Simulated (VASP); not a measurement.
Here is a VASP 6.6.1 calculation.

INCAR

```
SYSTEM = Zr2F
PREC     = Accurate       ! precision mode
ENCUT    = 600            ! plane-wave cutoff, eV
EDIFF    = 1E-6           ! SCF threshold, eV
ISMEAR   = 0              ! smearing method
SIGMA    = 0.05           ! smearing width, eV
LREAL    = .False.        ! projectors in reciprocal space
LASPH    = .True.         ! aspherical terms in the spheres
NELM     = 60             ! most SCF steps
ALGO     = Fast           ! electronic algorithm
ISIF     = 3              ! what is computed and relaxed
LWAVE    = .False.        ! write WAVECAR
LCHARG   = .False.        ! write CHGCAR
GGA      = PE             ! functional
IBRION   = 2              ! ionic algorithm
NSW      = 60             ! ionic steps
EDIFFG   = -0.01          ! ionic threshold
```

File KPOINTS:

```
regular mesh
0
Gamma
  8 8 8
  0 0 0
```

File POSCAR:

```
Zr2F
1.0
    0.0000000000      3.0406500000      3.0406500000
    3.0406500000      0.0000000000      3.0406500000
    3.0406500000      3.0406500000      0.0000000000
Zr F
2 1
Direct
    0.7500000000      0.7500000000      0.7500000000
    0.2500000000      0.2500000000      0.2500000000
    0.0000000000      0.0000000000      0.0000000000
```

Potentials or basis: VASP PAW PBE potentials, release 64 (Zr_sv, F).

Launch:

```bash
$ cat potpaw_PBE.64/Zr_sv/POTCAR potpaw_PBE.64/F/POTCAR > POTCAR
$ mpirun -np 1 vasp_std > vasp.out
```

(1) What does it give for the relaxed cell?

(2) What does it give for the space group after relaxing (to 0.05 Å)?

(3) Predict the relaxed volume.

(4) What does it give for the band gap on the k mesh?

Results:

(1) a = 4.295 Å, b = 4.295 Å, c = 4.295 Å, α = 60.00°, β = 60.00°, γ = 60.00°.

(2) Fm-3m (No. 225).

(3) 18.67 Å³/atom.

(4) none (metal or under the smearing width).

Caveat: an odd number of electrons without spin polarisation forces a metal; a magnetic or distorted state may lie lower.
